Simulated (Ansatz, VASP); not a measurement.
**One calculation of NbTe, two programs**

```
Te Nb
1.0
     3.70297    0.00000    0.00000
    -1.85149    3.20687    0.00000
     0.00000    0.00000    3.69421
Te Nb
1 1
Direct
  0.66667 0.33333 0.00000
  0.00000 0.00000 0.50000
```

The cell comes from a database or a generator and needn't be the stable form of this composition.

Alike in both runs: task single point; functional PBEsol; k mesh 8 × 8 × 7; occupations gaussian, width 0.1 eV; no spin polarisation.

|  | VASP | Ansatz |
| --- | --- | --- |
| version | VASP 6.6.1 | Ansatz 0.2.0 |
| potentials or method | VASP PAW PBE potentials, release 64 (Te, Nb_sv), cutoff 520 eV | all-electron LAPW, scalar-relativistic |

```tsv
	VASP	Ansatz	Ansatz less VASP
gap on the k mesh at the Fermi level (eV)	none	none	-
pressure (GPa)	-5.3	-5.3	+0.09
```

A gap of «none» marks a metal or a gap that the smearing closes. Ansatz ran all-electron here, so the differences hold the error of VASP's frozen core and of both bases.

Caveats: the PAW data sets were made with another functional, which shifts forces and pressure a little (VASP). The runs have no spin-orbit coupling, so splittings on Te are missing.
